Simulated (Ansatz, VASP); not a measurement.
**Si: VASP beside Ansatz**

Contents of INCAR:

```
PREC     = Accurate       # precision mode
ENCUT    = 520            # plane-wave cutoff, eV
EDIFF    = 1E-6           # SCF threshold, eV
ISMEAR   = 0              # smearing method
SIGMA    = 0.15           # smearing width, eV
LREAL    = False          # projectors in reciprocal space
LASPH    = True           # aspherical terms in the spheres
NELM     = 80             # most SCF steps
ALGO     = Fast           # electronic algorithm
ISIF     = 2              # what is computed and relaxed
LWAVE    = False          # write WAVECAR
LCHARG   = False          # write CHGCAR
NBANDS   = 8              # bands
```

File KPOINTS:

```
regular mesh
0
Gamma
  21 21 20
```

POSCAR

```
Si
1.0
    2.6860563853      0.0000000000      0.0000000000
   -1.3430281927      2.3261930656      0.0000000000
    0.0000000000      0.0000000000      2.3430366705
Si
1
Direct
    0.0000000000      0.0000000000      0.0000000000
```

Input for Ansatz:

```yaml
crystal:
  lattice:
    - [2.6860563853, 0.0, 0.0]
    - [-1.3430281927, 2.3261930656, 0.0]
    - [0.0, 0.0, 2.3430366705]
  atoms:
    - { symbol: Si, position: [0.0, 0.0, 0.0] }
basis:
  ecutwfc: 420
kpoints:
  mp_grid: { grid: [21, 21, 20] }
hamiltonian:
  xc: lda
scf:
  occupations: { method: gaussian, width: 0.15 }
output:
  forces: true
  stress: true
  eigenvalues: true
```

Change from the starting cell: strain +0.025 along x and y, -0.050 along z, atoms carried along.

Alike in both runs: task single point; functional LDA; k mesh 21 × 21 × 20; occupations gaussian, width 0.15 eV; no spin polarisation.

|  | VASP | Ansatz |
| --- | --- | --- |
| version | VASP 6.6.1 | Ansatz 0.2.0 |
| potentials or method | VASP PAW LDA potentials, release 64 (Si) | scalar-relativistic, plane waves, PAW |
| plane-wave cutoff (eV) | 520 | 420 |
| valence electrons in the cell | 4 | 4 |

|  | VASP | Ansatz | Ansatz less VASP |
| --- | --- | --- | --- |
| gap on the k mesh at the Fermi level (eV) | none | none | - |
| pressure (GPa) | 1.6 | 1.5 | -0.09 |
| largest component of the traceless stress (GPa) | 12.73 | 12.67 | -0.061 |

A gap of «none» marks a metal or a gap that the smearing closes.
